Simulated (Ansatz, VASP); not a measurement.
## Ge (Germanium): VASP beside Ansatz

Aim: how closely do two programs agree when they are given the same cell, functional and k mesh?

Method: plane waves, with VASP 6.6.1 beside it; band structure at r2SCAN, in Ansatz 0.2.0.

## (1) Set-up

The structure is cubic, space group Fd-3m (No. 227). Conventional cell: a = 5.658 Å, b = 5.658 Å, c = 5.658 Å, α = 90.00°, β = 90.00°, γ = 90.00°. Nearest to Ge lie 4 Ge at 2.45 Å.

As a file:

```xyz
2
Lattice="0.0000 2.8289 2.8289 2.8289 0.0000 2.8289 2.8289 2.8289 0.0000" Properties=species:S:1:pos:R:3 pbc="T T T"
Ge    4.2434    4.2434    4.2434
Ge    2.8289    2.8289    2.8289
```

## (2) VASP: band structure, r2SCAN

Levels along a path test the potential and the projectors away from the mesh points.

Lines of VASP's logs that name or quote its potential files are left out, and so is its time.

Contents of INCAR:

```
SYSTEM = Ge
PREC = Accurate
ENCUT = 400
EDIFF = 1E-08
NELM = 100
ISMEAR = 0
SIGMA = 0.01
LREAL = .FALSE.
ALGO = Normal
METAGGA = R2SCAN
LASPH = .TRUE.
NBANDS = 20
LORBIT = 11
LWAVE = .TRUE.
LCHARG = .FALSE.
KPAR = 8
```

Contents of POSCAR:

```
Ge
1.0
    0.0000000000      2.8289100000      2.8289100000
    2.8289100000      0.0000000000      2.8289100000
    2.8289100000      2.8289100000      0.0000000000
Ge
2
Direct
    0.7500000000      0.7500000000      0.7500000000
    0.5000000000      0.5000000000      0.5000000000
```

Contents of KPOINTS:

```
Automatic mesh
0
Gamma
4 4 4
0 0 0
```

Contents of KPOINTS_OPT:

```
Line mode
12
Line-mode
Reciprocal
  0.00000000   0.00000000   0.00000000 GAMMA
  0.50000000   0.00000000   0.50000000 X

  0.50000000   0.00000000   0.50000000 X
  0.50000000   0.25000000   0.75000000 W

  0.50000000   0.25000000   0.75000000 W
  0.37500000   0.37500000   0.75000000 K

  0.37500000   0.37500000   0.75000000 K
  0.00000000   0.00000000   0.00000000 GAMMA

  0.00000000   0.00000000   0.00000000 GAMMA
  0.50000000   0.50000000   0.50000000 L

  0.50000000   0.50000000   0.50000000 L
  0.62500000   0.25000000   0.62500000 U

  0.62500000   0.25000000   0.62500000 U
  0.50000000   0.25000000   0.75000000 W

  0.50000000   0.25000000   0.75000000 W
  0.50000000   0.50000000   0.50000000 L

  0.50000000   0.50000000   0.50000000 L
  0.37500000   0.37500000   0.75000000 K

  0.62500000   0.25000000   0.62500000 U
  0.50000000   0.00000000   0.50000000 X
```

Potentials, in the order of the species: Ge_d_GW (PBE family, release 64).

On the command line:

```console
$ mpirun -np 8 vasp_std
```

Numbers of over 12 decimals in the logs are rounded to 6 here.

The program printed:

```text
[banner, memory and clock lines left out]
running    8 mpi-ranks, on    1 nodes
 distrk:  each k-point on    1 cores,    8 groups
 distr:  one band on    1 cores,    1 groups

 POSCAR found type information on POSCAR Ge
 POSCAR found :  1 types and       2 ions
|                                                                             |
|           W    W    AA    RRRRR   N    N  II  N    N   GGGG   !!!           |
|           W    W   A  A   R    R  NN   N  II  NN   N  G    G  !!!           |
|           W    W  A    A  R    R  N N  N  II  N N  N  G       !!!           |
|           W WW W  AAAAAA  RRRRR   N  N N  II  N  N N  G  GGG   !            |
|           WW  WW  A    A  R   R   N   NN  II  N   NN  G    G                |
|           W    W  A    A  R    R  N    N  II  N    N   GGGG   !!!           |
|                                                                             |
|     For optimal performance we recommend to set                             |
|       NCORE = 2 up to number-of-cores-per-socket                            |
|     NCORE specifies how many cores store one orbital (NPAR=cpu/NCORE).      |
|     This setting can greatly improve the performance of VASP for DFT.       |
|     The default, NCORE=1 might be grossly inefficient on modern             |
|     multi-core architectures or massively parallel machines. Do your        |
|     Unfortunately you need to use the default for GW and RPA                |
|     calculations (for HF NCORE is supported but not extensively tested      |
|     yet).                                                                   |
|                                                                             |

|                                                                             |
|               ----> ADVICE to this user running VASP <----                  |
|                                                                             |
|     You enforced a specific xc type in the INCAR file but a different       |
|     [... a line on the potential file left out ...]
|     I HOPE YOU KNOW WHAT YOU ARE DOING!                                     |
|                                                                             |

 LDA part: xc-table for (None), standard interpolation
 POSCAR, INCAR and KPOINTS ok, starting setup
 FFT: planning ... GRIDC
 FFT: planning ... GRID_SOFT
 FFT: planning ... GRID
 WAVECAR not read
 entering main loop
       N       E                     dE             d eps       ncg     rms          rms(c)
DAV:   1     0.209090330833E+03    0.20909E+03   -0.14265E+04   328   0.296E+03
DAV:   2     0.617496525739E+01   -0.20292E+03   -0.19872E+03   328   0.543E+02
DAV:   3    -0.284780061985E+02   -0.34653E+02   -0.34498E+02   364   0.175E+02
DAV:   4    -0.304537536908E+02   -0.19757E+01   -0.19749E+01   380   0.557E+01
DAV:   5    -0.305664147388E+02   -0.11266E+00   -0.11266E+00   432   0.135E+01    0.353E+00
DAV:   6    -0.275211086219E+02    0.30453E+01   -0.46304E-01   404   0.129E+01    0.204E+00
DAV:   7    -0.275084866647E+02    0.12622E-01   -0.17794E-01   420   0.740E+00    0.401E-01
DAV:   8    -0.275056768838E+02    0.28098E-02   -0.11320E-02   440   0.206E+00    0.145E-01
DAV:   9    -0.275059645917E+02   -0.28771E-03   -0.24838E-02   412   0.347E+00    0.105E-01
DAV:  10    -0.275049953761E+02    0.96922E-03   -0.32428E-03   432   0.123E+00    0.359E-02
DAV:  11    -0.275049264031E+02    0.68973E-04   -0.16975E-04   456   0.237E-01    0.209E-02
DAV:  12    -0.275049133947E+02    0.13008E-04   -0.89673E-06   464   0.551E-02    0.151E-02
DAV:  13    -0.275048924836E+02    0.20911E-04   -0.86680E-05   376   0.206E-01    0.177E-03
DAV:  14    -0.275048917358E+02    0.74778E-06   -0.18285E-06   360   0.164E-02    0.115E-03
DAV:  15    -0.275048918834E+02   -0.14759E-06   -0.39367E-08   404   0.258E-03    0.490E-04
DAV:  16    -0.275048919722E+02   -0.88827E-07   -0.10638E-07   396   0.714E-03    0.597E-04
DAV:  17    -0.275048918655E+02    0.10679E-06   -0.39315E-09   224   0.949E-04    0.115E-04
DAV:  18    -0.275048918885E+02   -0.23066E-07   -0.10406E-09   220   0.601E-04    0.520E-05
DAV:  19    -0.275048919200E+02   -0.31485E-07   -0.46671E-10   220   0.418E-04    0.238E-05
DAV:  20    -0.275048919168E+02    0.32396E-08   -0.40219E-10   220   0.474E-04
   1 F= -.27504892E+02 E0= -.27504892E+02  d E =-.228640E-42
 Start KPOINTS_OPT (optional k-point list driver)
k-point batch [1-8\120]
       N       E                     dE             ncg
DAV:   1    -0.181442608906E+04   -0.38677E+04      332
DAV:   2    -0.341917775934E+04   -0.16048E+04      320
DAV:   3    -0.371153713203E+04   -0.29236E+03      372
[...]
DAV:  10    -0.383307652814E+04   -0.30309E-06      304
DAV:  11    -0.383307652816E+04   -0.20003E-07      296
DAV:  12    -0.383307652816E+04   -0.16003E-08      256
[...]
k-point batch [113-120\120]
       N       E                     dE             ncg
DAV:   1    -0.191508675152E+04   -0.92987E+04      324
DAV:   2    -0.354761728849E+04   -0.16325E+04      320
DAV:   3    -0.382362305805E+04   -0.27601E+03      380
DAV:   4    -0.383838299081E+04   -0.14760E+02      376
DAV:   5    -0.383915287708E+04   -0.76989E+00      416
DAV:   6    -0.383917760342E+04   -0.24726E-01      376
DAV:   7    -0.383917912966E+04   -0.15262E-02      456
DAV:   8    -0.383917918361E+04   -0.53954E-04      376
DAV:   9    -0.383917918713E+04   -0.35184E-05      368
DAV:  10    -0.383917918736E+04   -0.22650E-06      288
DAV:  11    -0.383917918738E+04   -0.17041E-07      284
DAV:  12    -0.383917918738E+04   -0.12642E-09      240
 writing wavefunctions
```

From OUTCAR (step 2):

```text
ion  position               nearest neighbor table
   1  0.750  0.750  0.750-   2 2.45   2 2.45   2 2.45   2 2.45
   2  0.500  0.500  0.500-   1 2.45   1 2.45   1 2.45   1 2.45

  LATTYP: Found a face centered cubic cell.
 ALAT       =     5.6578200000

 Subroutine GETGRP returns: Found 48 space group operations
 (whereof 24 operations were pure point group operations)

The static configuration has the point symmetry T_d .
 The point group associated with its full space group is O_h .

 Found      8 irreducible k-points:

   k-points           NKPTS =      8   k-points in BZ     NKDIM =      8   number of bands    NBANDS=     20

   dimension x,y,z NGX =    28 NGY =   28 NGZ =   28
   dimension x,y,z NGXF=    56 NGYF=   56 NGZF=   56

   ENCUT  =  400.0 eV  29.40 Ry    5.42 a.u.   6.52  6.52  6.52*2*pi/ulx,y,z

   NELECT =      28.0000    total number of electrons

 k-points in reciprocal lattice and weights: Automatic mesh
   0.00000000  0.00000000  0.00000000       0.016
   0.25000000  0.00000000  0.00000000       0.125
   0.50000000  0.00000000  0.00000000       0.062
   0.25000000  0.25000000  0.00000000       0.094
   0.50000000  0.25000000  0.00000000       0.375
  -0.25000000  0.25000000  0.00000000       0.188
   0.50000000  0.50000000  0.00000000       0.047
  -0.25000000  0.50000000  0.25000000       0.094

 average (electrostatic) potential at core
       1 -36.8525       2 -36.8525

 E-fermi :   2.8745

 k-point     1 :       0.0000    0.0000    0.0000
  band No.  band energies     occupation
    ...
     10     -22.4559      2.00000
     11     -10.5346      2.00000
     12       2.7795      2.00000
     13       2.7797      2.00000
     14       2.7797      2.00000
     15       3.2130      0.00000
     16       5.4851      0.00000
     17       5.4853      0.00000
     18       5.4853      0.00000
     19       9.8194      0.00000
    ...

 k-point     2 :       0.2500    0.0000    0.0000
  band No.  band energies     occupation
    ...
     10     -22.4380      2.00000
     11      -9.7548      2.00000
     12      -2.0611      2.00000
     13       1.8412      2.00000
     14       1.8414      2.00000
     15       3.7231      0.00000
     16       6.6379      0.00000
     17       6.6381      0.00000
     18       8.8758      0.00000
     19      11.3778      0.00000
    ...

 k-point     3 :       0.5000    0.0000    0.0000
  band No.  band energies     occupation
    ...
     10     -22.4321      2.00000
     11      -8.3373      2.00000
     12      -5.1019      2.00000
     13       1.2832      2.00000
     14       1.2834      2.00000
     15       3.2337      0.00000
     16       6.7762      0.00000
     17       6.7764      0.00000
     18      10.4044      0.00000
     19      13.9728      0.00000
    ...

  Total        0.0905057      0.0905057      0.0905057     -0.0000000      0.0000000      0.0000000
  in kB        3.2025739      3.2025739      3.2025739     -0.0000000      0.0000000      0.0000000
  external PRESSURE =       3.2025739 kB  Pullay stress =       0.0000000 kB

  energy-cutoff  :      400.00
  volume of cell :       45.28
      direct lattice vectors                 reciprocal lattice vectors
     0.000000000  2.828910000  2.828910000    -0.176746521  0.176746521  0.176746521
     2.828910000  0.000000000  2.828910000     0.176746521 -0.176746521  0.176746521
     2.828910000  2.828910000  0.000000000     0.176746521  0.176746521 -0.176746521

 POSITION                                       TOTAL-FORCE (eV/Angst)
 -----------------------------------------------------------------------------------
      4.24336      4.24336      4.24336         0.000000      0.000000      0.000000
      2.82891      2.82891      2.82891        -0.000000     -0.000000     -0.000000
 -----------------------------------------------------------------------------------
    total drift:                                0.000000      0.000000      0.000000

  FREE ENERGIE OF THE ION-ELECTRON SYSTEM (eV)
  ---------------------------------------------------
  free  energy   TOTEN  =       -27.5048919168 eV

  energy  without entropy=      -27.5048919168  energy(sigma->0) =      -27.50489192

 total charge
# of ion       s       p       d       tot
------------------------------------------
    1        1.042   1.265   9.972  12.280
    2        1.042   1.265   9.972  12.280
--------------------------------------------------
tot          2.084   2.530  19.945  24.559

[... 3 further parts left out ...]
```

The run ends at a pressure of 0.32 GPa.

## (3) Ansatz: band structure, r2SCAN

Ansatz runs on its default PAW (the set named soft_2) files.

The same cell, functional, mesh and smearing now go to Ansatz, which takes its cutoff from its data sets.

Contents of input.yaml:

```yaml
crystal:
  lattice:
    - [0.0, 2.82891, 2.82891]
    - [2.82891, 0.0, 2.82891]
    - [2.82891, 2.82891, 0.0]
  atoms:
    - { symbol: Ge, position: [0.75, 0.75, 0.75] }
    - { symbol: Ge, position: [0.5, 0.5, 0.5] }
hamiltonian:
  xc: r2scan
  pseudopotentials: { kind: paw }
kpoints:
  mp_grid: { grid: [4, 4, 4] }
  band_path:
    path:
      - [0.0, 0.0, 0.0]
      - [0.18182, 0.0, 0.18182]
      - [0.36364, 0.0, 0.36364]
      - [0.5, 0.0, 0.5]
      - [0.5, 0.09091, 0.59091]
      - [0.5, 0.18182, 0.68182]
      - [0.5, 0.25, 0.75]
      - [0.45455, 0.29545, 0.75]
      - [0.40909, 0.34091, 0.75]
      - [0.375, 0.375, 0.75]
      - [0.20455, 0.20455, 0.40909]
      - [0.06818, 0.06818, 0.13636]
      - [0.04545, 0.04545, 0.04545]
      - [0.22727, 0.22727, 0.22727]
      - [0.40909, 0.40909, 0.40909]
      - [0.51136, 0.47727, 0.51136]
      - [0.55682, 0.38636, 0.55682]
      - [0.60227, 0.29545, 0.60227]
      - [0.61364, 0.25, 0.63636]
      - [0.56818, 0.25, 0.68182]
      - [0.51136, 0.25, 0.73864]
      - [0.5, 0.29545, 0.70455]
      - [0.5, 0.38636, 0.61364]
      - [0.5, 0.47727, 0.52273]
      - [0.47727, 0.47727, 0.54545]
      - [0.43182, 0.43182, 0.63636]
      - [0.38636, 0.38636, 0.72727]
      - [0.60227, 0.20455, 0.60227]
      - [0.55682, 0.11364, 0.55682]
      - [0.5, 0.0, 0.5]
    npoints: 1
scf:
  occupations: { method: gaussian, width: 0.01 }
  n_extra_bands: 7
output:
  forces: true
  stress: true
  eigenvalues: true
```

On the command line:

```console
$ ansatz run input.yaml --threads 2 --pin off --max-ram 4608MiB --backend cpu --events-out ev --progress --plain --runs-dir out
```

The program printed:

```text
scf.n_extra_bands = 7 over 14 filled bands (N_el = 28.0): the run solves 21 bands
Engine: ansatz 0.2.0, aarch64-unknown-linux-gnu
Pseudopotentials: kind: paw
Pseudopotential: Ge, paw, valence charge 14, recommended cutoff 500 eV (meta_gga), Ge.paw.azcp
Functional definition: r2SCAN
  parameter k0 = 0.174
  parameter k1 = 0.065
  parameter a1 = 4.9479
  exchange = r2scan_x(k0 = k0, k1 = k1, a1 = a1)
  correlation = r2scan_c
Crystal: 2 atoms, lattice volume = 45.278 Å³
Basis set: ecut = 500 eV, 1139 PW (Γ), exchange–correlation on 120×120×120 points (64 copies of the dense FFT grid, shifted against one another)
Bands: 21, of which v1, the nominal top of the filled ones, is band 14 counted from 1 (13 counted from 0)
Symmetry: 48 space group operations
Space group: Fd-3m (ITA 227), of the structure as read, at distance tolerance 3.6e-5 Å
k-points: 8 of 64
Non-local potential: Ge, projectors of the file, l = 0: 2, l = 1: 2, l = 2: 3, l = 3: 1
PAW form: soft (Blöchl's): semilocal exchange-correlation on the pseudo side does not see the compensation charge
PAW frozen core: Ge, regenerated for the run's functional (the file was generated under x = pbe(κ = 0.804, μ = 0.219515), c = pbe(β = 0.066725))
PAW one-centre angular grid: Ge, 590 points (default); XC on 160 Gauss nodes
Initial density: superposition of atomic densities (neutral atoms: chi_scale 0, normalization atom), corrected by the library's trained network
Initial wavefunctions: pseudopotential atomic-orbital guess
Functional: x = r2scan, c = r2scan; τ floored in thin density (d = 2e-4 eV/Å³)
SCF iter   1: F=—  HF=-8605.556857 eV  |F-HF|=—  |Δ(HF+E_count)|=         —  Δρ=8.07e-3  dr2=1.09e-2  dr2_τ=5.32e-3  ethr=1.77e-3  ⟨swp⟩=6.0  Hψ=784  notcnv=0
preconditioner: auto → none  [insulator: Δε(μ)=0.391 eV  Ē_g=27.148 eV  σ=0.010 eV  W_gap=1.00  n_scr=14 (ndim 8)  ℏωp=29.2 eV  f_vac=0.075  D(μ)=0.00/eV (n_scr^D=0)  ε∞_Penn≈2.2]
SCF iter   2: F=—  HF=-8605.569687 eV  |F-HF|=—  |Δ(HF+E_count)|=   1.28e-2  Δρ=2.44e-3  dr2=1.15e-3  dr2_τ=2.44e-5  ethr=3.88e-5  ⟨swp⟩=2.8  Hψ=390  notcnv=0  defer=21
SCF iter   3: F=—  HF=-8605.569891 eV  |F-HF|=—  |Δ(HF+E_count)|=   2.04e-4  Δρ=1.55e-3  dr2=3.82e-4  dr2_τ=5.20e-6  ethr=4.10e-6  ⟨swp⟩=2.0  Hψ=294  notcnv=0  defer=21
SCF iter   4: F=—  HF=-8605.569991 eV  |F-HF|=—  |Δ(HF+E_count)|=   9.96e-5  Δρ=2.20e-4  dr2=6.39e-6  dr2_τ=1.16e-7  ethr=1.37e-6  ⟨swp⟩=2.0  Hψ=175  notcnv=0  defer=21
SCF iter   5: F=—  HF=-8605.569986 eV  |F-HF|=—  |Δ(HF+E_count)|=   4.63e-6  Δρ=2.80e-5  dr2=8.83e-8  dr2_τ=1.92e-9  ethr=2.28e-8  ⟨swp⟩=3.0  Hψ=259  notcnv=0  defer=21
SCF iter   6: F=-8605.569986 eV  HF=-8605.569986 eV  |F-HF|=1.85e-9  |Δ(HF+E_count)|=   4.61e-8  Δρ=4.96e-6  dr2=1.03e-8  dr2_τ=1.83e-10  ethr=3.15e-10  ⟨swp⟩=7.0  Hψ=697  notcnv=0
SCF 1 converged in 6 iterations: F = -8605.569986 eV  dr2 = 1.03e-8
  greatest PAW one-centre occupation: 0.998 electrons in one spin orbital (limit 2), on the Ge atom at site 1 (counted from 0), in its partial waves of l = 2
NSCF: frozen V_eff on 30 k-points
SCF converged after 6 iterations
Free energy (F): -8605.569986 eV
Harris-Foulkes:  -8605.569986 eV  (|F-HF|=1.85e-9)
Internal energy: -8605.569986 eV  (E = F + TS)
E sigma→0 (E₀):  -8605.569986 eV
Fermi energy:    8.639198 eV
--- Per-component energies (eV) ---
  E_band       = -316.262940
  E_kinetic    = 222.722116
  E_local      = -4946.342710  (includes V_loc(G=0)·N_el)
  E_nonlocal   = 840.994326
  E_hartree    = 2174.021621
  E_xc         = -138.257101
  E_vxc        = -135.847379  (∫ρ·V_xc dr)
  E_paw        = -4069.402038  (= ΣΔE_a)
  E_vpaw       = -653.413473  (= ΣTr[D̂ρ^β])
  E_aug_tail   = 0.000039  (compensation charges beyond the density's cutoff)
  E_vtau       = 7.583779  (kinetic-family band-sum trace: ∫τ·v_τ [+ j·A + Jᵃ·Aᵃ] dr)
  E_ewald      = -2687.134708
  E_core_change = -2.171532  (= ΣΔE_core)
  E_smearing   = -0.000000  (= −TS)
  E_closure    = -0.000000  (closes the sum)
  Σ components = -8605.569986   (vs F -8605.569986, Δ=0.00e0)
--- Forces (eV/Å), atoms counted from 1 ---
  atom   1  Ge     0.00000000    -0.00000000    -0.00000000
  atom   2  Ge     0.00000000     0.00000000    -0.00000000
  max |Σ_I F_I| component: 1.30e-16 eV/Å
--- Stress (GPa, compression-positive) ---
        0.684200       0.000000       0.000000
        0.000000       0.684200       0.000000
        0.000000       0.000000       0.684200
  P = ⅓ Tr σ = 0.6842 GPa (6.842 kbar)
--- Band table (eV; the first three rows and the last of 8) ---
  k-point 0: bands = [... 10 lower, -4.8840, 8.4128, 8.4128, 8.4128, 8.8653, 11.1298, 11.1298, 11.1298, ... 3 higher]
  k-point 1: bands = [... 10 lower, -4.1042, 3.5853, 7.4823, 7.4823, 9.3678, 12.2738, 12.2738, 14.5184, ... 3 higher]
  k-point 2: bands = [... 10 lower, -2.6878, 0.5502, 6.9287, 6.9287, 8.8740, 12.4049, 12.4049, 16.0596, ... 3 higher]
  k-point 7: bands = [... 10 lower, -0.6911, -0.6911, 4.3529, 4.3529, 13.1082, 13.1082, 13.4604, 13.4604, ... 3 higher]
```

Run time: 2.8 s. Hardware: 2 threads of Arm Neoverse N1, shared host; peak memory 0.38 GiB.

## (4) Differences

Known differences besides the potentials themselves: VASP keeps PBE cores, Ansatz makes them for the functional; the cutoff is 500 eV in Ansatz and 400 eV in VASP. Total energies have different zeros and are not compared.

Compared:

| quantity | Ansatz | VASP | difference |
| --- | --- | --- | --- |
| gap over the path points (eV) | 0.453 | 0.433 | +0.019 |

Levels at points of the path, from each program's valence-band top (eV; 3 filled, then empty):

```csv
k (reciprocal lattice),Ansatz,VASP
0.000 0.000 0.000,0.00 0.00 0.00 0.45 2.72 2.72,0.00 0.00 0.00 0.43 2.71 2.71
0.182 0.000 0.182,-3.46 -1.50 -1.50 1.66 3.21 4.94,-3.47 -1.52 -1.52 1.66 3.19 4.94
0.364 0.000 0.364,-6.92 -2.90 -2.90 0.79 1.93 8.34,-6.93 -2.91 -2.91 0.79 1.93 8.34
0.500 0.000 0.500,-9.21 -3.23 -3.23 0.97 0.97 10.12,-9.22 -3.25 -3.25 0.97 0.97 10.10
0.500 0.091 0.591,-9.18 -3.51 -3.51 1.65 1.65 8.94,-9.19 -3.53 -3.53 1.65 1.65 8.93
0.500 0.182 0.682,-9.12 -3.94 -3.94 3.29 3.29 6.62,-9.14 -3.96 -3.96 3.29 3.29 6.62
0.500 0.250 0.750,-9.10 -4.06 -4.06 4.70 4.70 5.05,-9.12 -4.08 -4.08 4.69 4.69 5.06
0.455 0.295 0.750,-8.77 -4.32 -3.59 3.07 4.59 6.00,-8.79 -4.34 -3.61 3.07 4.59 6.00
0.409 0.341 0.750,-8.62 -4.47 -2.98 1.76 4.45 7.19,-8.63 -4.49 -3.00 1.76 4.45 7.19
0.375 0.375 0.750,-8.58 -4.50 -2.77 1.39 4.42 7.73,-8.60 -4.52 -2.78 1.39 4.42 7.71
```

Among the levels compared at these points, filled levels agree within 19 meV and empty ones within 22 meV. Not compared: the pressure (VASP's GW data sets at this cutoff don't carry it).

## (5) What the set-up changes

Further runs change the set-up of one program: Ansatz's method, potentials or start, or VASP's data sets, cutoff or form of LDA. The table gives Ansatz less VASP for each quantity, since a change that brings one quantity closer may part another.

```csv
run,gap over the path points (eV)
as above,0.019
Ansatz's all-electron LAPW method,0.025
```

## (6) Outcome

| Property | Result |
| --- | --- |
| difference in gap over the path points (band structure, r2SCAN) | 0.019 eV |

**Reading.** The difference in gap over the path points is 0.019 eV (band structure, r2SCAN), within the 0.08 eV picked in this series as the mark of a large difference. Band structure, r2SCAN, Ansatz's all-electron LAPW method: the difference in gap over the path points goes from 0.019 to 0.025 eV. Such differences can come from data sets, numerical settings and the points named under the comparisons, not from the functional's error against experiment.

[Lines on the potential files, build, host, timing and source positions are cut from VASP's logs without a mark.]

[Logs are printed without paths, hosts, clocks, repeated set-up lines and the standing remarks that a program may print on its own settings, such as how far it seeks lower states.]

[Hosts, paths, dates, database ids (printed as entryN), source tags and the programs' standing remarks are cut or masked in the printed files.]
